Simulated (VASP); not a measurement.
Output of a VASP run:

OSZICAR:
```
       N       E                     dE             d eps       ncg     rms          rms(c)
DAV:   1     0.341495000682E+03    0.34150E+03   -0.15773E+04   648   0.138E+03
DAV:   2     0.219799244938E+02   -0.31952E+03   -0.31529E+03   622   0.419E+02
DAV:   3    -0.233342728415E+02   -0.45314E+02   -0.45074E+02  1090   0.136E+02
DAV:   4    -0.275186005056E+02   -0.41843E+01   -0.41198E+01   920   0.338E+01
DAV:   5    -0.279000788615E+02   -0.38148E+00   -0.38091E+00   854   0.819E+00    0.121E+01
DAV:   6    -0.247628564714E+02    0.31372E+01   -0.46897E+01   870   0.426E+01    0.570E+00
DAV:   7    -0.242998781403E+02    0.46298E+00   -0.62502E+00   836   0.177E+01    0.209E+00
DAV:   8    -0.242967996770E+02    0.30785E-02   -0.24230E-01   856   0.288E+00    0.654E-01
DAV:   9    -0.242985564517E+02   -0.17568E-02   -0.19728E-02   830   0.115E+00    0.240E-01
DAV:  10    -0.242989350700E+02   -0.37862E-03   -0.97098E-03   992   0.376E-01    0.120E-01
DAV:  11    -0.242987417361E+02    0.19333E-03   -0.13710E-03   872   0.225E-01    0.451E-02
DAV:  12    -0.242987643763E+02   -0.22640E-04   -0.16840E-04   984   0.630E-02    0.113E-02
DAV:  13    -0.242987692315E+02   -0.48553E-05   -0.84581E-06   636   0.192E-02    0.291E-03
DAV:  14    -0.242987705327E+02   -0.13012E-05   -0.32243E-06   656   0.994E-03    0.176E-03
DAV:  15    -0.242987704367E+02    0.96021E-07   -0.27703E-07   512   0.428E-03
   1 F= -.24298770E+02 E0= -.24290674E+02  d E =-.161924E-01
```

File OUTCAR:
```
------------------------ aborting loop because EDIFF is reached ----------------------------------------
  FORCE on cell =-STRESS in cart. coord.  units (eV):
  Direction    XX          YY          ZZ          XY          YZ          ZX
  --------------------------------------------------------------------------------------
  Total       -6.1181999     -6.1181998     -5.9430453     -0.0000008     -0.0000000      0.0000000
  in kB      -85.9688982    -85.9688959    -83.5077410     -0.0000115     -0.0000000      0.0000000
  external PRESSURE =     -85.1485117 kB  Pullay stress =       0.0000000 kB
  volume of cell :      114.02
      direct lattice vectors                 reciprocal lattice vectors
     4.315885000  0.000000000  0.000000000     0.231702189  0.133773292  0.000000000
    -2.157942000  3.737666000  0.000000000     0.000000000  0.267546645  0.000000000
     0.000000000  0.000000000  7.068423000     0.000000000  0.000000000  0.141474272
 POSITION                                       TOTAL-FORCE (eV/Angst)
 -----------------------------------------------------------------------------------
      2.15794      1.24589      0.00000         0.000000     -0.000000     -0.255432
     -0.00000      2.49178      3.53421        -0.000000      0.000000     -0.255432
      2.15794      1.24589      4.41918         0.000000     -0.000000      0.255432
     -0.00000      2.49178      0.88497        -0.000000     -0.000000      0.255432
 -----------------------------------------------------------------------------------
    total drift:                                0.000970     -0.000560     -0.000469
  FREE ENERGIE OF THE ION-ELECTRON SYSTEM (eV)
  ---------------------------------------------------
  free  energy   TOTEN  =       -24.2987704367 eV

  energy  without entropy=      -24.2825780670  energy(sigma->0) =      -24.29067425
```
(Selected blocks of OUTCAR.)

File POSCAR:
```
TiSe
1
    4.3158850000     0.0000000000     0.0000000000
   -2.1579420000     3.7376660000     0.0000000000
    0.0000000000     0.0000000000     7.0684230000
Ti Se
2 2
Direct
  0.6666670000   0.3333330000   0.0000000000
  0.3333330000   0.6666670000   0.5000000000
  0.6666670000   0.3333330000   0.6252000000
  0.3333330000   0.6666670000   0.1252000000
```

Question: Reconstruct the remaining input files.

Answer: Several could match; the one computed here: the input of the run itself, PBE GGA, plane waves, VASP's PBE PAW potentials (set 64).

### INCAR
```
LMAXMIX = 4
LWAVE = .False.
LREAL = .False.   ! projection in real space or not
ISIF = 2
ENCUT = 400
SYSTEM = TiSe
EDIFF = 1E-6
LASPH = .True.
SIGMA = 0.05   ! width (eV)
NELM = 100   ! most electronic steps
ALGO = Normal   ! blocked Davidson
PREC = Accurate
LCHARG = .False.
ISMEAR = 0
GGA = PE
```

KPOINTS:
```
K-points
0
G
6 6 3
```

POTCAR, in this order: Ti_sv Se (PBE.64 set). Program: vasp_std.

The structure was generated: TiSe was put into the wurtzite type (P6_3mc), which need not be its known phase. The cell was not relaxed at this level.
